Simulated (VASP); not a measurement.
Data:

```
TaGe
1.0
    3.04692     0.00000     0.00000
   -1.52346     2.63871     0.00000
    0.00000     0.00000     8.18127
Ta Ge
2 2
Cartesian
  0.00000   0.00000   0.00000
  0.00000   0.00000   4.09064
  0.00000   1.75914   2.04532
  1.52346   0.87957   6.13595
```

All values below come from PBEsol GGA, VASP's PBE PAW potentials (set 64) (plane waves; VASP). Settings: 400 eV cut-off, 13×13×4 Γ-centred mesh, tetrahedra with Blöchl corrections, potentials Ta_pv Ge_d.

Unless said otherwise, spin-orbit coupling is left out, though it shifts the bands of the heavy elements here.

**Question.** What does the run give for the energy per atom (σ→0), band gap (on the k-mesh) with the smallest direct gap where there is one?

**Answer.** 
The band gap (on the k-mesh) is none (metal, semimetal or under 0.01 eV) and the energy per atom (σ→0) is -8.939 eV/atom.

The structure was generated: TaGe was put into the NiAs type (P6_3/mmc), which need not be its known phase. It was relaxed first, which changed the volume by -23 %.
